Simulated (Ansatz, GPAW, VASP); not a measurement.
# One structure in several programs: CsGeBr₃ (P1, 5 atoms in the cell)

Self-consistent single point.

```
CsGeBr3
1.0
    5.53333     0.00000     0.00000
    0.00000     5.53333     0.00000
    0.00000     0.00000     5.53333
Cs Ge Br
1 1 3
Direct
  0.00177   0.00335   0.99887
  0.50376   0.48010   0.51087
  0.51306   0.52148   0.99795
  0.00450   0.51031   0.49196
  0.47691   0.98476   0.50035
```

Shared settings, as Ansatz (a quantum-chemistry and plane-wave program) writes them: kpoints.mp_grid.grid = 5 5 5; scf.occupations.method = fermi_dirac; scf.occupations.width = 0.01 eV. Potentials and cutoffs stand in the table.

```json
[
 {"code": "VASP", "model": "PBEsol, VASP's PBE PAW potentials (set 64)", "pressure (GPa)": "-1.07", "largest force (eV/Å)": "0.256", "gap on the mesh (eV)": "–", "cutoff": "300 eV"},
 {"code": "GPAW", "model": "PBEsol, GPAW PAW datasets PBEsol (made by gpaw-setup)", "pressure (GPa)": "-0.91", "largest force (eV/Å)": "0.257", "gap on the mesh (eV)": "1.815", "cutoff": "550 eV"},
 {"code": "Ansatz", "model": "PBEsol, PAW files made with PBE", "pressure (GPa)": "-0.89", "largest force (eV/Å)": "0.255", "gap on the mesh (eV)": "1.818", "cutoff": "420 eV"}
]
```

Size of the force on each atom (eV/Å): Sizes of forces hide their directions.

```json
[
 {"code": "VASP", "Cs1": "0.009", "Ge2": "0.101", "Br3": "0.204", "Br4": "0.153", "Br5": "0.256"},
 {"code": "GPAW", "Cs1": "0.010", "Ge2": "0.099", "Br3": "0.204", "Br4": "0.154", "Br5": "0.257"},
 {"code": "Ansatz", "Cs1": "0.009", "Ge2": "0.099", "Br3": "0.203", "Br4": "0.153", "Br5": "0.255"}
]
```

A dash marks a value that a program does not give, or that is left out as unsure.

No gap is tabulated for VASP: it is not read from that output, or partly filled or unconverged empty levels leave it unsure.

Gaps are read on the mesh. Another mesh or the band path gives a smaller gap, so these values are not converged in the mesh.

The spread over the programs that give each value: pressure within 0.18 GPa; largest force within 0.002 eV/Å; gap on the mesh within 0.003 eV.

Ansatz's pressure is given at a fixed set of plane waves, as the other plane-wave codes print theirs.

On the base mesh (3 3 3) the same programs gave: GPAW pressure -1.26 GPa, gap on the mesh 3.197 eV; Ansatz pressure -1.24 GPa, gap on the mesh 3.200 eV; VASP pressure -1.40 GPa.

The values differ from the base mesh's, so the mesh still matters here: the table compares the programs at equal settings.

VASP's run is marked for a possible Pulay error in its stress at this cutoff; no cutoff test was made.

The starting cell comes from a database of computed structures (which also holds hypothetical and non-ambient phases and stackings), without a prior relaxation at this level. Its atoms were displaced at random from the sites of space group no. 221.

Left out of this page: Quantum ESPRESSO and SIESTA (not drawn, or without a comparable value); CP2K (on another mesh).

Keys are those of Ansatz 0.2.
